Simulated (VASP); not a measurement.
Given:

```xyz
2
Lattice="1.3550 -2.3469 0.0000 1.3550 2.3469 0.0000 0.0000 0.0000 4.2800" Properties=species:S:1:pos:R:3 pbc="T T T"
Ru     1.3550     0.7823     1.0700
Ru     1.3550    -0.7823     3.2100
```

Computed with optB88-vdW, VASP's PBE PAW potentials (set 64) (plane waves; VASP). Settings: 520 eV cut-off, 14×14×8 Γ-centred mesh, first-order Methfessel-Paxton smearing of 0.10 eV, potentials Ru_pv.

Q: The ions, cell shape and volume are relaxed. Which structure does the run end with?

A: 
```xyz
2
Lattice="1.3624 -2.3598 0.0000 1.3624 2.3598 0.0000 0.0000 0.0000 4.2918" Properties=species:S:1:pos:R:3 pbc="T T T"
Ru     1.3624     0.7866     1.0730
Ru     1.3624    -0.7866     3.2189
```
Space group P6_3/mmc (194), at a tolerance of 0.03 Å.

Q: How do energy and volume change from the first to the last step?

A: The energy (σ→0) changes by -2.7 meV/atom and the volume by +1.4 %, in 7 ionic steps.

```
step  E(σ→0) (eV)  max force (eV/Å)  pressure (GPa)  volume (Å³)
----  -----------  ----------------  --------------  -----------
1        -11.9873             0.000            4.53        27.22
2        -11.9490             0.000          -11.65        28.76
3        -11.9927             0.000           -0.11        27.61
4        -11.9927             0.000           -0.05        27.61
5        -11.9927             0.000            0.03        27.60
6        -11.9928             0.000            0.10        27.60
7        -11.9928             0.000            0.09        27.60
```

The compound is Ru in the hcp structure. This run relaxes it. Symmetry was kept, so distortions that lower it aren't found.
